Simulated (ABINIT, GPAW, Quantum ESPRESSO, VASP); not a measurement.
One structure in several programs: Be₅Co (F-43m, 6 atoms in the cell)

Self-consistent single point, at a second geometry (lattice scaled by 0.98). First geometry:

```yaml
crystal:
  lattice:
    - [0.00000, 2.88393, 2.88393]
    - [2.88393, 0.00000, 2.88393]
    - [2.88393, 2.88393, 0.00000]
  atoms:
    - { symbol: Be, position: [0.25000, 0.25000, 0.25000] }
    - { symbol: Be, position: [0.62557, 0.62557, 0.12329] }
    - { symbol: Be, position: [0.62557, 0.12329, 0.62557] }
    - { symbol: Be, position: [0.62557, 0.62557, 0.62557] }
    - { symbol: Be, position: [0.12329, 0.62557, 0.62557] }
    - { symbol: Co, position: [0.00000, 0.00000, 0.00000] }
```

Shared settings, as Quantum ESPRESSO writes them: occupations = smearing; smearing = fermi-dirac; degauss = 0.0073499 Ry; K_POINTS = automatic 8 8 8 0 0 0. Potentials and cutoffs stand in the table.

| code | model | ΔF from the first geometry (meV/atom) | pressure (GPa) | largest force (eV/Å) | cutoff |
|---|---|---|---|---|---|
| VASP | LDA (PZ), VASP's LDA PAW potentials (set 64) | -5.8 | 2.98 | 0.006 | 300 eV |
| Quantum ESPRESSO | LDA (PZ), PSlibrary ultrasoft (LDA) pseudopotentials | -4.3 | 3.48 | 0.013 | 55 Ry |
| GPAW | LDA (Perdew-Wang 92), GPAW PAW datasets LDA (gpaw-data 1.0.1) | -2.6 | 4.13 | 0.011 | 850 eV |
| ABINIT | LDA (PW92), norm-conserving pseudopotentials (PseudoDojo nc-sr-04 LDA standard) | -7.1 | 2.51 | 0.014 | 48 Ha |

On VASP's run: spin polarisation is off.

The spread over the programs that give each value: ΔF from the first geometry within 4.5 meV/atom; pressure within 1.62 GPa; largest force within 0.008 eV/Å.

The same LDA comes in different parametrisations, which differ slightly.

VASP's run is marked for a possible Pulay error in its stress at this cutoff; no cutoff test was made.

The starting cell comes from a database of computed structures (which also holds hypothetical and non-ambient phases and stackings), without a prior relaxation at this level. For this run, on top of that: lattice scaled by 0.98.

Left out of this page: Ansatz, CP2K, Elk, FLEUR and SIESTA (not drawn, or without a comparable value).
